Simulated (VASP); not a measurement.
Shape and ions are relaxed at each volume.

Input:

```
CELL_PARAMETERS angstrom
      1.51605    -2.62587     0.00000
      1.51605     2.62587     0.00000
      0.00000     0.00000     3.23322
ATOMIC_POSITIONS crystal
  Ti 0.00000 0.00000 0.00000
  B  0.33333 0.66667 0.50000
  B  0.66667 0.33333 0.50000
```

These are PW91 GGA, VASP's PBE PAW potentials (set 64) (plane waves; VASP 6.6.1) values and carry that method's errors. Numerical set-up: 520 eV cut-off, 12×12×9 Γ-centred mesh, first-order Methfessel-Paxton smearing of 0.10 eV, potentials Ti_sv B.

Problem. Give the energy at these volumes per atom, relative to the lowest: 8.06, 8.32, 8.58, 8.84, 9.09 Å³.

Solution. 26.8, 6.4, 0.0, 5.6, 21.6 meV/atom. A third-order Birch-Murnaghan fit gives B0 = 249 GPa and B0′ = 3.9.

Measured: bulk modulus 240 GPa (computed value off by +3.6 %), as given by Synthesis of Binary Transition Metal Nitrides, Carbides and Borides from the Elements in the Laser-Heated Diamond …. The calculation is for a static lattice, while the measured bulk modulus holds thermal and zero-point effects, which are part of the difference.

The compound is TiB2 in the AlB2 type structure. It was relaxed first.
